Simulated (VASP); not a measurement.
## NbB2 under strain

How does the pressure of NbB2 answer to a change of volume? The bands are shown for each cell. All runs use PBEsol. Left out of this account: 1 further run (fields: a reference on another mesh). The start is a cell from a database of measured crystal structures.

Program: VASP 6.6.1. Level of theory: PBEsol; plane waves and PAW (Nb_sv, B). Results are calculated unless marked as measured.

Most raw output is cut from this account.

## 1. The structure

The structure is hexagonal, space group P6/mmm (No. 191). Conventional cell: a = 3.110 Å, b = 3.110 Å, c = 3.270 Å, α = 90.00°, β = 90.00°, γ = 120.00°. Nearest to Nb lie 12 B at 2.43 Å. Nearest to B lie 3 B at 1.80 Å and 6 Nb at 2.43 Å. Farther neighbours are not listed.

As a file:

```xyz
3
Lattice="3.1100 0.0000 0.0000 -1.5550 2.6933 0.0000 0.0000 0.0000 3.2700" Properties=species:S:1:pos:R:3 pbc="T T T"
Nb    0.0000    0.0000    0.0000
B     0.0000    1.7956    1.6350
B     1.5550    0.8978    1.6350
```

## 2. Bands, cell as listed

The mesh alone shows little of the dispersion and can miss band extrema, so KPOINTS_OPT adds a path through the symmetry points after the self-consistent cycle. PBEsol restores the gradient expansion of exchange and is tuned for the cells of solids.

Input file INCAR:

```
SYSTEM = NbB2
PREC = Accurate
ENCUT = 420
EDIFF = 1E-06
NELM = 100
ISMEAR = -1
SIGMA = 0.05
LREAL = .FALSE.
ALGO = Normal
GGA = PS
NBANDS = 22
LASPH = .TRUE.
LORBIT = 11
LWAVE = .FALSE.
LCHARG = .FALSE.
KPAR = 4
```

Input file POSCAR:

```
NbB2
1.0
    3.1100000000      0.0000000000      0.0000000000
   -1.5550000000      2.6933390058      0.0000000000
    0.0000000000      0.0000000000      3.2700000000
Nb B
1 2
Direct
    0.0000000000      0.0000000000      0.0000000000
    0.3333333333      0.6666666667      0.5000000000
    0.6666666667      0.3333333333      0.5000000000
```

Input file KPOINTS:

```
Automatic mesh
0
Gamma
11 11 9
0 0 0
```

Input file KPOINTS_OPT:

```
Line mode
16
Line-mode
Reciprocal
  0.00000000   0.00000000   0.00000000 GAMMA
  0.50000000   0.00000000   0.00000000 M

  0.50000000   0.00000000   0.00000000 M
  0.33333333   0.33333333   0.00000000 K

  0.33333333   0.33333333   0.00000000 K
  0.00000000   0.00000000   0.00000000 GAMMA

  0.00000000   0.00000000   0.00000000 GAMMA
  0.00000000   0.00000000   0.50000000 A

  0.00000000   0.00000000   0.50000000 A
  0.50000000   0.00000000   0.50000000 L

  0.50000000   0.00000000   0.50000000 L
  0.33333333   0.33333333   0.50000000 H

  0.33333333   0.33333333   0.50000000 H
  0.00000000   0.00000000   0.50000000 A

  0.50000000   0.00000000   0.50000000 L
  0.50000000   0.00000000   0.00000000 M

  0.33333333   0.33333333   0.00000000 K
  0.33333333   0.33333333   0.50000000 H
```

PAW data sets: Nb_sv and B (PBE family, release 64).

Started as:

```sh
$ mpirun -np 4 vasp_std
```

The job ended after 10 s (4 MPI ranks of Intel Xeon Platinum 8488C (Sapphire Rapids), shared host; peak memory 0.69 GiB).

This run has no spin polarisation. Its electron count is odd, so without a moment it is a metal by construction. Spin-orbit coupling is off here; it would split degenerate levels. The PAW data sets were made with PBE, which is usual practice but a small mismatch for other functionals.

This step gave:

* SCF cycles: 13
* electrons: 19
* bands: 22
* irreducible k-points: 80
* symmetry operations: 24
* free energy (TOTEN): -27.41 eV
* energy at zero smearing: -27.41 eV
* Fermi energy: 12.61 eV
* pressure: -1.658 GPa
* metallic: yes

Electronic bands along the path, in eV, zero at the Fermi level; # counts the bands kept:

| point | #1 | #2 | #3 | #4 | #5 | #6 | #7 | #8 |
| --- | --- | --- | --- | --- | --- | --- | --- | --- |
| Γ | -4.49 | -4.49 | -4.34 | -3.01 | 1.25 | 1.25 | 3.30 | 3.30 |
| 0.53 of the way | -7.00 | -4.45 | -4.25 | -3.94 | 0.72 | 0.96 | 1.75 | 2.68 |
| M | -9.82 | -5.14 | -4.56 | -4.30 | 0.34 | 1.81 | 2.46 | 3.12 |
| 0.47 of the way | -9.69 | -6.46 | -4.83 | -2.43 | -1.69 | 1.40 | 2.46 | 4.37 |
| K | -9.18 | -8.56 | -3.72 | -3.72 | 0.02 | 0.02 | 0.91 | 7.36 |
| 0.53 of the way | -6.80 | -5.13 | -4.38 | -3.17 | 0.00 | 0.38 | 2.15 | 3.98 |
| Γ | -4.49 | -4.49 | -4.34 | -3.01 | 1.25 | 1.25 | 3.30 | 3.30 |
| 0.47 of the way | -6.40 | -3.86 | -3.86 | -1.23 | -0.73 | -0.73 | 1.60 | 1.60 |
| A | -8.67 | -2.04 | -2.04 | -1.96 | -1.96 | -1.23 | -1.23 | 0.92 |
| 0.47 of the way | -7.24 | -5.88 | -5.10 | -3.22 | 0.16 | 1.22 | 1.48 | 2.27 |
| L | -8.13 | -6.38 | -5.90 | -3.47 | 2.33 | 2.87 | 3.51 | 5.18 |
| 0.47 of the way | -8.86 | -6.21 | -5.39 | -3.80 | 2.34 | 3.47 | 3.89 | 5.24 |
| H | -10.23 | -6.13 | -4.41 | -4.41 | 2.33 | 4.72 | 4.72 | 5.11 |
| 0.53 of the way | -6.80 | -6.54 | -5.33 | -3.61 | 0.61 | 1.69 | 1.74 | 2.88 |
| A | -8.67 | -2.04 | -2.04 | -1.96 | -1.96 | -1.23 | -1.23 | 0.92 |
| jump to L | -8.13 | -6.38 | -5.90 | -3.47 | 2.33 | 2.87 | 3.51 | 5.18 |
| 0.47 of the way | -9.52 | -5.65 | -4.72 | -4.11 | 0.51 | 2.68 | 2.84 | 4.43 |
| M | -9.82 | -5.14 | -4.56 | -4.30 | 0.34 | 1.81 | 2.46 | 3.12 |
| jump to K | -9.18 | -8.56 | -3.72 | -3.72 | 0.02 | 0.02 | 0.91 | 7.36 |
| 0.47 of the way | -9.67 | -7.58 | -4.19 | -4.19 | 1.45 | 1.99 | 1.99 | 6.29 |
| H | -10.23 | -6.13 | -4.41 | -4.41 | 2.33 | 4.72 | 4.72 | 5.11 |

Of the projections kept (Nb, B), the largest for each band there; the rest of the weight can lie on other orbitals:

| point | #1 | #2 | #3 | #4 | #5 | #6 | #7 | #8 |
| --- | --- | --- | --- | --- | --- | --- | --- | --- |
| Γ | B 0.54 | B 0.54 | Nb 0.99 | B 0.87 | Nb 1.00 | Nb 1.00 | Nb 0.59 | Nb 0.59 |
| M | B 0.88 | Nb 0.60 | Nb 0.88 | B 0.94 | Nb 1.00 | B 0.94 | Nb 0.96 | Nb 0.85 |
| K | B 0.84 | B 0.68 | Nb 0.64 | Nb 0.64 | Nb 0.79 | Nb 0.79 | Nb 0.84 | Nb 0.56 |
| Γ | B 0.54 | B 0.54 | Nb 0.99 | B 0.87 | Nb 1.00 | Nb 1.00 | Nb 0.59 | Nb 0.59 |
| A | B 0.53 | B 1.00 | B 1.00 | Nb 0.81 | Nb 0.81 | Nb 1.00 | Nb 1.00 | Nb 0.89 |
| L | B 0.90 | B 0.65 | Nb 0.72 | B 0.71 | Nb 0.98 | Nb 1.00 | B 0.88 | Nb 0.71 |

There is no gap at this level.

## 3. Bands, volume times 1.04

The cell is expanded evenly, with fractional positions held.

INCAR is that of step 2.

Input file POSCAR:

```
NbB2
1.0
    3.1509257459      0.0000000000      0.0000000000
   -1.5754628729      2.7287817414      0.0000000000
    0.0000000000      0.0000000000      3.3130312505
Nb B
1 2
Direct
    0.0000000000      0.0000000000      0.0000000000
    0.3333333333      0.6666666667      0.5000000000
    0.6666666667      0.3333333333      0.5000000000
```

KPOINTS is that of step 2.

KPOINTS_OPT is that of step 2.

Started as:

```sh
$ mpirun -np 4 vasp_std
```

Wall time 13 s (4 MPI ranks); peak memory 0.7 GiB; 50 s of CPU time.

This step gave:

```
SCF cycles              : 12
free energy (TOTEN)     : -27.37 eV
energy at zero smearing : -27.36 eV
Fermi energy            : 12.07 eV
pressure                : -12.47 GPa
```

Electronic bands along the path, in eV, zero at the Fermi level; # counts the bands kept:

| point | #1 | #2 | #3 | #4 | #5 | #6 | #7 | #8 |
| --- | --- | --- | --- | --- | --- | --- | --- | --- |
| Γ | -4.32 | -4.32 | -4.15 | -2.96 | 1.16 | 1.16 | 3.14 | 3.14 |
| 0.53 of the way | -6.84 | -4.30 | -4.12 | -3.78 | 0.66 | 0.92 | 1.67 | 2.59 |
| M | -9.74 | -4.94 | -4.36 | -4.19 | 0.30 | 1.78 | 2.31 | 2.94 |
| 0.47 of the way | -9.59 | -6.30 | -4.64 | -2.32 | -1.62 | 1.33 | 2.33 | 4.22 |
| K | -9.07 | -8.32 | -3.57 | -3.57 | 0.03 | 0.03 | 0.87 | 7.05 |
| 0.53 of the way | -6.64 | -4.99 | -4.24 | -3.04 | -0.01 | 0.37 | 2.03 | 3.78 |
| Γ | -4.32 | -4.32 | -4.15 | -2.96 | 1.16 | 1.16 | 3.14 | 3.14 |
| 0.53 of the way | -6.64 | -3.53 | -3.53 | -0.97 | -0.97 | -0.84 | 1.15 | 1.15 |
| A | -8.47 | -1.96 | -1.96 | -1.88 | -1.88 | -1.17 | -1.17 | 0.85 |
| 0.47 of the way | -7.10 | -5.73 | -4.92 | -3.09 | 0.15 | 1.13 | 1.38 | 2.18 |
| L | -8.02 | -6.16 | -5.68 | -3.47 | 2.18 | 2.70 | 3.35 | 4.91 |
| 0.47 of the way | -8.67 | -6.06 | -5.20 | -3.76 | 2.19 | 3.26 | 3.66 | 4.90 |
| H | -9.98 | -6.03 | -4.30 | -4.30 | 2.18 | 4.41 | 4.41 | 4.84 |
| 0.47 of the way | -6.93 | -6.22 | -5.43 | -3.75 | 1.02 | 1.79 | 2.03 | 3.44 |
| A | -8.47 | -1.96 | -1.96 | -1.88 | -1.88 | -1.17 | -1.17 | 0.85 |
| jump to L | -8.02 | -6.16 | -5.68 | -3.47 | 2.18 | 2.70 | 3.35 | 4.91 |
| 0.53 of the way | -9.55 | -5.28 | -4.42 | -4.19 | 0.45 | 2.25 | 2.47 | 4.11 |
| M | -9.74 | -4.94 | -4.36 | -4.19 | 0.30 | 1.78 | 2.31 | 2.94 |
| jump to K | -9.07 | -8.32 | -3.57 | -3.57 | 0.03 | 0.03 | 0.87 | 7.05 |
| 0.53 of the way | -9.59 | -7.16 | -4.13 | -4.13 | 1.51 | 2.30 | 2.30 | 5.78 |
| H | -9.98 | -6.03 | -4.30 | -4.30 | 2.18 | 4.41 | 4.41 | 4.84 |

Of the projections kept (Nb, B), the largest for each band there; the rest of the weight can lie on other orbitals:

```csv
point,#1,#2,#3,#4,#5,#6,#7,#8
Γ,B 0.54,B 0.54,Nb 0.99,B 0.87,Nb 1.00,Nb 1.00,Nb 0.59,Nb 0.59
M,B 0.89,Nb 0.60,Nb 0.88,B 0.95,Nb 1.00,B 0.95,Nb 0.96,Nb 0.86
K,B 0.84,B 0.68,Nb 0.65,Nb 0.65,Nb 0.80,Nb 0.80,Nb 0.84,Nb 0.56
Γ,B 0.54,B 0.54,Nb 0.99,B 0.87,Nb 1.00,Nb 1.00,Nb 0.59,Nb 0.59
A,B 0.53,B 1.00,B 1.00,Nb 0.82,Nb 0.82,Nb 1.00,Nb 1.00,Nb 0.90
L,B 0.90,B 0.65,Nb 0.72,B 0.72,Nb 0.98,Nb 1.00,B 0.88,Nb 0.71
```

 The pressure is -12.47 GPa.

For the pressure, step 2 gave -1.66 GPa; this run, with cell volume +4.0 %, gives -12.5 GPa.

## 4. Bands, volume times 1.08

INCAR is that of step 3.

Input file POSCAR:

```
NbB2
1.0
    3.1908151165      0.0000000000      0.0000000000
   -1.5954075582      2.7633269497      0.0000000000
    0.0000000000      0.0000000000      3.3549728074
Nb B
1 2
Direct
    0.0000000000      0.0000000000      0.0000000000
    0.3333333333      0.6666666667      0.5000000000
    0.6666666667      0.3333333333      0.5000000000
```

KPOINTS is that of step 3.

KPOINTS_OPT is that of step 3.

Started as:

```sh
$ mpirun -np 4 vasp_std
```

Wall time 13 s (4 MPI ranks); peak memory 0.71 GiB; 48 s of CPU time.

This step gave:

```yaml
free_energy_toten: -27.25 eV
energy_at_zero_smearing: -27.25 eV
fermi_energy: 11.57 eV
pressure: -21.31 GPa
```

Electronic bands along the path, in eV, zero at the Fermi level; # counts the bands kept:

| point | #2 | #3 | #4 | #5 | #6 | #7 | #8 | #9 |
| --- | --- | --- | --- | --- | --- | --- | --- | --- |
| Γ | -4.16 | -4.16 | -3.98 | -2.91 | 1.08 | 1.08 | 3.00 | 3.00 |
| 0.53 of the way | -6.68 | -4.16 | -4.00 | -3.62 | 0.61 | 0.88 | 1.59 | 2.50 |
| M | -9.64 | -4.76 | -4.18 | -4.08 | 0.27 | 1.76 | 2.17 | 2.77 |
| 0.47 of the way | -9.50 | -6.14 | -4.46 | -2.22 | -1.55 | 1.26 | 2.20 | 4.07 |
| K | -8.95 | -8.08 | -3.43 | -3.43 | 0.04 | 0.04 | 0.83 | 6.76 |
| 0.53 of the way | -6.48 | -4.86 | -4.10 | -2.91 | -0.02 | 0.37 | 1.93 | 3.59 |
| Γ | -4.16 | -4.16 | -3.98 | -2.91 | 1.08 | 1.08 | 3.00 | 3.00 |
| 0.53 of the way | -6.49 | -3.40 | -3.40 | -0.93 | -0.93 | -0.80 | 1.11 | 1.11 |
| A | -8.27 | -1.88 | -1.88 | -1.80 | -1.80 | -1.12 | -1.12 | 0.79 |
| 0.47 of the way | -6.95 | -5.59 | -4.74 | -2.96 | 0.13 | 1.06 | 1.29 | 2.10 |
| L | -7.91 | -5.95 | -5.47 | -3.46 | 2.04 | 2.54 | 3.19 | 4.67 |
| 0.47 of the way | -8.50 | -5.91 | -5.03 | -3.72 | 2.05 | 3.08 | 3.45 | 4.60 |
| H | -9.75 | -5.91 | -4.19 | -4.19 | 2.05 | 4.13 | 4.13 | 4.59 |
| 0.47 of the way | -6.74 | -6.11 | -5.28 | -3.60 | 0.95 | 1.68 | 1.90 | 3.31 |
| A | -8.27 | -1.88 | -1.88 | -1.80 | -1.80 | -1.12 | -1.12 | 0.79 |
| jump to L | -7.91 | -5.95 | -5.47 | -3.46 | 2.04 | 2.54 | 3.19 | 4.67 |
| 0.47 of the way | -9.15 | -5.29 | -4.36 | -3.97 | 0.42 | 2.37 | 2.55 | 3.98 |
| M | -9.64 | -4.76 | -4.18 | -4.08 | 0.27 | 1.76 | 2.17 | 2.77 |
| jump to K | -8.95 | -8.08 | -3.43 | -3.43 | 0.04 | 0.04 | 0.83 | 6.76 |
| 0.53 of the way | -9.40 | -6.99 | -4.00 | -4.00 | 1.43 | 2.18 | 2.18 | 5.50 |
| H | -9.75 | -5.91 | -4.19 | -4.19 | 2.05 | 4.13 | 4.13 | 4.59 |

Of the projections kept (Nb, B), the largest for each band there; the rest of the weight can lie on other orbitals:

| point | #2 | #3 | #4 | #5 | #6 | #7 | #8 | #9 |
| --- | --- | --- | --- | --- | --- | --- | --- | --- |
| Γ | B 0.54 | B 0.54 | Nb 0.99 | B 0.87 | Nb 1.00 | Nb 1.00 | Nb 0.60 | Nb 0.60 |
| M | B 0.90 | Nb 0.61 | Nb 0.88 | B 0.95 | Nb 1.00 | B 0.95 | Nb 0.97 | Nb 0.86 |
| K | B 0.85 | B 0.69 | Nb 0.65 | Nb 0.65 | Nb 0.80 | Nb 0.80 | Nb 0.85 | Nb 0.56 |
| Γ | B 0.54 | B 0.54 | Nb 0.99 | B 0.87 | Nb 1.00 | Nb 1.00 | Nb 0.60 | Nb 0.60 |
| A | B 0.54 | B 1.00 | B 1.00 | Nb 0.82 | Nb 0.82 | Nb 1.00 | Nb 1.00 | Nb 0.90 |
| L | B 0.91 | B 0.64 | Nb 0.72 | B 0.73 | Nb 0.98 | Nb 1.00 | B 0.89 | Nb 0.80 |

 The pressure is -21.31 GPa.

Between step 2 and this run (cell volume +8.0 %) the value for the pressure moves from -1.66 GPa to -21.3 GPa.

## 5. Bands, sheared, principal strains -1.6, +0.4, +1.2 %

The cell is sheared at fixed volume, which lowers its symmetry.

INCAR is that of step 4.

Input file POSCAR:

```
NbB2
1.0
    3.1223950000     -0.0137130000     -0.0115100000
   -1.5730740000      2.6613500000     -0.0034720000
   -0.0121030000     -0.0112030000      3.3048320000
Nb B
1 2
Direct
    0.0000000000      0.0000000000      0.0000000000
    0.3333333333      0.6666666667      0.5000000000
    0.6666666667      0.3333333333      0.5000000000
```

KPOINTS is that of step 4.

Input file KPOINTS_OPT:

```
Line mode
16
Line-mode
Reciprocal
 -0.50000000   0.50000000   0.00000000 X
  0.00000000   0.00000000   0.00000000 GAMMA

  0.00000000   0.00000000   0.00000000 GAMMA
  0.00000000   0.00000000   0.50000000 Y

 -0.50000000   0.50000000   0.50000000 L
  0.00000000   0.00000000   0.00000000 GAMMA

  0.00000000   0.00000000   0.00000000 GAMMA
  0.50000000   0.00000000  -0.50000000 Z

  0.00000000   0.50000000  -0.50000000 N
  0.00000000   0.00000000   0.00000000 GAMMA

  0.00000000   0.00000000   0.00000000 GAMMA
  0.50000000   0.00000000   0.00000000 M

  0.00000000   0.50000000   0.00000000 R
  0.00000000   0.00000000   0.00000000 GAMMA
```

Started as:

```sh
$ mpirun -np 4 vasp_std
```

Run time: 34 s. Hardware: 4 MPI ranks; peak memory 1.7 GiB.

The path and its labels are those of the sheared lattice, so a letter need not mean the same point as in the unstrained cell.

This step gave:

```yaml
irreducible_k_points: 545
symmetry_operations: 2
free_energy_toten: -27.40 eV
energy_at_zero_smearing: -27.40 eV
fermi_energy: 12.56 eV
pressure: -1.286 GPa
```

The electronic bands at the labelled points (eV, zero at the Fermi level; # counts the bands kept):

```csv
point,#1,#2,#3,#4,#5,#6,#7,#8
X,-9.88,-5.25,-4.45,-4.10,0.43,1.84,2.54,3.29
0.47 of the way,-6.97,-4.54,-4.04,-3.87,0.79,0.97,1.85,2.61
Γ,-4.46,-4.34,-4.19,-3.12,1.24,1.32,3.14,3.27
0.47 of the way,-6.42,-3.83,-3.61,-1.33,-0.65,-0.53,1.48,1.66
Y,-8.63,-2.00,-1.89,-1.85,-1.72,-1.33,-1.01,0.69
jump to L,-8.13,-6.14,-5.80,-3.50,2.16,2.95,3.83,5.05
0.53 of the way,-6.70,-5.38,-4.38,-3.14,-0.07,0.10,3.16,3.49
Γ,-4.46,-4.34,-4.19,-3.12,1.24,1.32,3.14,3.27
0.53 of the way,-7.12,-5.31,-4.80,-3.38,0.07,0.20,3.37,3.84
Z,-8.15,-6.26,-5.84,-3.41,2.19,2.98,3.63,5.04
jump to N,-8.17,-6.42,-5.89,-3.28,2.25,3.04,3.37,5.13
0.53 of the way,-6.61,-5.26,-4.62,-3.12,-0.20,-0.04,3.14,3.62
Γ,-4.46,-4.34,-4.19,-3.12,1.24,1.32,3.14,3.27
0.47 of the way,-6.44,-4.33,-4.16,-3.83,0.83,0.93,1.79,2.69
M,-9.78,-5.23,-4.49,-4.22,0.36,1.78,2.55,3.28
jump to R,-9.66,-5.20,-4.55,-4.37,0.25,1.70,2.66,3.19
0.53 of the way,-6.36,-4.34,-4.25,-3.84,0.77,0.93,1.72,2.78
Γ,-4.46,-4.34,-4.19,-3.12,1.24,1.32,3.14,3.27
```

Of the projections kept (Nb, B), the largest for each band there; the rest of the weight can lie on other orbitals:

```csv
point,#1,#2,#3,#4,#5,#6,#7,#8
X,B 0.89,Nb 0.59,Nb 0.89,B 0.95,Nb 1.00,B 0.94,Nb 0.96,Nb 0.86
Γ,Nb 0.51,Nb 0.83,Nb 0.52,B 0.86,Nb 1.00,Nb 1.00,Nb 0.58,Nb 0.59
Y,B 0.53,B 1.00,B 1.00,Nb 0.81,Nb 0.82,Nb 1.00,Nb 1.00,Nb 0.89
L,B 0.89,B 0.65,Nb 0.73,B 0.71,Nb 0.97,Nb 1.00,B 0.88,Nb 0.75
Γ,Nb 0.51,Nb 0.83,Nb 0.52,B 0.86,Nb 1.00,Nb 1.00,Nb 0.58,Nb 0.59
Z,B 0.90,B 0.65,Nb 0.73,B 0.71,Nb 0.97,Nb 1.00,B 0.88,Nb 0.74
```

 The pressure is -1.29 GPa, and the symmetry operations fall from 24 to 2.

## 6. Bands, volume times 0.96

The cell is compressed evenly, with fractional positions held.

INCAR is that of step 5.

Input file POSCAR:

```
NbB2
1.0
    3.0679678205      0.0000000000      0.0000000000
   -1.5339839102      2.6569380705      0.0000000000
    0.0000000000      0.0000000000      3.2258053932
Nb B
1 2
Direct
    0.0000000000      0.0000000000      0.0000000000
    0.3333333333      0.6666666667      0.5000000000
    0.6666666667      0.3333333333      0.5000000000
```

KPOINTS is that of step 5.

Input file KPOINTS_OPT:

```
Line mode
16
Line-mode
Reciprocal
  0.00000000   0.00000000   0.00000000 GAMMA
  0.50000000   0.00000000   0.00000000 M

  0.50000000   0.00000000   0.00000000 M
  0.33333333   0.33333333   0.00000000 K

  0.33333333   0.33333333   0.00000000 K
  0.00000000   0.00000000   0.00000000 GAMMA

  0.00000000   0.00000000   0.00000000 GAMMA
  0.00000000   0.00000000   0.50000000 A

  0.00000000   0.00000000   0.50000000 A
  0.50000000   0.00000000   0.50000000 L

  0.50000000   0.00000000   0.50000000 L
  0.33333333   0.33333333   0.50000000 H

  0.33333333   0.33333333   0.50000000 H
  0.00000000   0.00000000   0.50000000 A

  0.50000000   0.00000000   0.50000000 L
  0.50000000   0.00000000   0.00000000 M

  0.33333333   0.33333333   0.00000000 K
  0.33333333   0.33333333   0.50000000 H
```

Started as:

```sh
$ mpirun -np 4 vasp_std
```

Wall time 12 s (4 MPI ranks); peak memory 0.68 GiB.

This step gave:

* SCF cycles: 13
* irreducible k-points: 80
* symmetry operations: 24
* free energy (TOTEN): -27.38 eV
* energy at zero smearing: -27.37 eV
* Fermi energy: 13.18 eV
* pressure: 11.54 GPa

Electronic bands along the path, in eV, zero at the Fermi level; # counts the bands kept:

```
          point      #1     #2     #3     #4     #5     #6     #7    #8
              Γ   -4.66  -4.66  -4.54  -3.05   1.35   1.35   3.47  3.47
0.47 of the way   -6.73  -4.40  -4.38  -4.09   0.88   0.99   1.83  2.83
              M   -9.90  -5.36  -4.76  -4.41   0.38   1.83   2.62  3.32
0.47 of the way   -9.77  -6.64  -5.03  -2.54  -1.77   1.47   2.61  4.55
              K   -9.30  -8.81  -3.88  -3.88   0.01   0.01   0.96  7.70
0.53 of the way   -6.98  -5.27  -4.53  -3.32   0.01   0.38   2.27  4.20
              Γ   -4.66  -4.66  -4.54  -3.05   1.35   1.35   3.47  3.47
0.47 of the way   -6.55  -4.01  -4.01  -1.28  -0.75  -0.75   1.67  1.67
              A   -8.88  -2.13  -2.13  -2.04  -2.04  -1.29  -1.29  1.00
0.47 of the way   -7.39  -6.04  -5.29  -3.37   0.18   1.30   1.59  2.37
              L   -8.23  -6.62  -6.13  -3.46   2.49   3.07   3.68  5.47
0.47 of the way   -9.06  -6.35  -5.58  -3.82   2.50   3.69   4.13  5.61
              H  -10.49  -6.24  -4.51  -4.51   2.48   5.06   5.06  5.41
0.53 of the way   -6.93  -6.74  -5.49  -3.77   0.65   1.81   1.87  3.00
              A   -8.88  -2.13  -2.13  -2.04  -2.04  -1.29  -1.29  1.00
      jump to L   -8.23  -6.62  -6.13  -3.46   2.49   3.07   3.68  5.47
0.47 of the way   -9.72  -5.85  -4.91  -4.17   0.56   2.86   3.00  4.69
              M   -9.90  -5.36  -4.76  -4.41   0.38   1.83   2.62  3.32
      jump to K   -9.30  -8.81  -3.88  -3.88   0.01   0.01   0.96  7.70
0.47 of the way   -9.86  -7.77  -4.33  -4.33   1.53   2.10   2.10  6.62
              H  -10.49  -6.24  -4.51  -4.51   2.48   5.06   5.06  5.41
```

Of the projections kept (Nb, B), the largest for each band there; the rest of the weight can lie on other orbitals:

| point | #1 | #2 | #3 | #4 | #5 | #6 | #7 | #8 |
| --- | --- | --- | --- | --- | --- | --- | --- | --- |
| Γ | B 0.54 | B 0.54 | Nb 0.99 | B 0.86 | Nb 1.00 | Nb 1.00 | Nb 0.58 | Nb 0.58 |
| M | B 0.88 | Nb 0.59 | Nb 0.88 | B 0.94 | Nb 1.00 | B 0.94 | Nb 0.96 | Nb 0.85 |
| K | B 0.83 | B 0.68 | Nb 0.64 | Nb 0.64 | Nb 0.78 | Nb 0.78 | Nb 0.83 | Nb 0.56 |
| Γ | B 0.54 | B 0.54 | Nb 0.99 | B 0.86 | Nb 1.00 | Nb 1.00 | Nb 0.58 | Nb 0.58 |
| A | B 0.53 | B 1.00 | B 1.00 | Nb 0.81 | Nb 0.81 | Nb 1.00 | Nb 1.00 | Nb 0.89 |
| L | B 0.89 | B 0.65 | Nb 0.72 | B 0.71 | Nb 0.97 | Nb 1.00 | B 0.87 | Nb 0.70 |

 The pressure is 11.54 GPa.

Between step 2 and this run (cell volume -4.0 %) the value for the pressure moves from -1.66 GPa to 11.5 GPa.

(Part 1 of 2 ends here.)

[Lines on the potential files, build, host, timing and source positions are cut from VASP's logs without a mark.]

[Logs are printed without paths, hosts, clocks, repeated set-up lines and the standing remarks that a program may print on its own settings, such as how far it seeks lower states.]

[Hosts, paths, dates, database ids (printed as entryN), source tags and the programs' standing remarks are cut or masked in the printed files.]

[A measured line is paired with the nearest computed mode of its activity, which favours agreement.]
